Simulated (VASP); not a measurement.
Data:

```yaml
crystal:
  lattice:
    - [0.00000, 2.69419, 2.69419]
    - [2.69419, 0.00000, 2.69419]
    - [2.69419, 2.69419, 0.00000]
  atoms:
    - { symbol: Zn, position: [0.00000, 0.00000, 0.00000] }
    - { symbol: S, position: [0.25000, 0.25000, 0.25000] }
```

All values below come from r2SCAN meta-GGA, VASP's PBE PAW potentials (set 64) (plane waves; VASP 6.6.1). Numerical set-up: 520 eV cut-off, 9×9×9 Γ-centred mesh, Gaussian smearing of 0.050 eV, potentials Zn S.

Problem. Predict the energy per atom (σ→0), band gap (on the k-mesh) with the smallest direct gap where there is one.

Solution. 
```
Item                                             Result
-----------------------------------  ------------------
band gap (on the k-mesh)                        2.72 eV
smallest direct gap (on the k-mesh)             2.72 eV
energy per atom (σ→0)                -910.2 kJ/mol-atom
```

The absolute energy has meaning only against runs of the same code, potentials and settings.

The compound is ZnS in the zinc blende structure. It was relaxed first.
